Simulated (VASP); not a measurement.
Energy against volume of Nb (bcc). Method: AM05 GGA, VASP's PBE PAW potentials (set 64) (plane waves; VASP).

```json
[
 {"V (Å³/atom)": "16.391", "E (eV/atom)": "-10.67305"},
 {"V (Å³/atom)": "16.914", "E (eV/atom)": "-10.70297"},
 {"V (Å³/atom)": "17.437", "E (eV/atom)": "-10.71142"},
 {"V (Å³/atom)": "17.960", "E (eV/atom)": "-10.70209"},
 {"V (Å³/atom)": "18.484", "E (eV/atom)": "-10.67762"}
]
```

Question: Fit a third-order Birch-Murnaghan equation of state.

Answer: 
| Item | Result |
|---|---|
| volume per atom | 17.41 Å³/atom |
| bulk modulus | 184 GPa |
| pressure derivative of the bulk modulus | 4.84 |
| lattice constant a | 0.3265 nm |

Measured: bulk modulus 173 GPa at 0 K (computed value off by +6.2 %), as given by Daniel Mejia-Rodriguez et al., Physical Review B (2018), arXiv:1807.09216 [0 K value with the zero-point phonon effect removed]; a 3.294 Å at 0 K (computed value off by -0.9 %), as given by Daniel Mejia-Rodriguez et al., Physical Review B (2018), arXiv:1807.09216 [static lattice: zero-point anharmonic expansion removed].

The compound is Nb in the bcc structure. It was relaxed first.
